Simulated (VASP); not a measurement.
Input:

```xyz
1
Lattice="0.0000 1.9279 1.9279 1.9279 0.0000 1.9279 1.9279 1.9279 0.0000" Properties=species:S:1:pos:R:3 pbc="T T T"
Tc     0.0000     0.0000     0.0000
```

These are PBEsol GGA, VASP's PBE PAW potentials (set 64) (plane waves; VASP 6.6.1) values and carry that method's errors. Settings: 300 eV cut-off, 19×19×19 Γ-centred mesh, Fermi-Dirac smearing of 0.10 eV, potentials Tc_pv.

Give the energies of bands 4 to 9 at the high-symmetry points, in eV from the Fermi level.

| band | Γ | X | U | L | W |
|---|---|---|---|---|---|
| 4 | -7.56 | -5.96 | -4.97 | -5.58 | -4.42 |
| 5 | -1.79 | -5.35 | -3.98 | -1.96 | -2.78 |
| 6 | -1.79 | 2.85 | -0.75 | -1.96 | -2.78 |
| 7 | -1.79 | 3.50 | 1.09 | 1.24 | 0.32 |
| 8 | 0.85 | 3.50 | 2.64 | 2.91 | 3.50 |
| 9 | 0.85 | 3.87 | 9.29 | 2.91 | 10.84 |

It has no gap at this level: it comes out as a metal or semimetal.

The structure was generated: Tc was put into an ordered model structure, which need not be its known phase. The cell was not relaxed at this level.
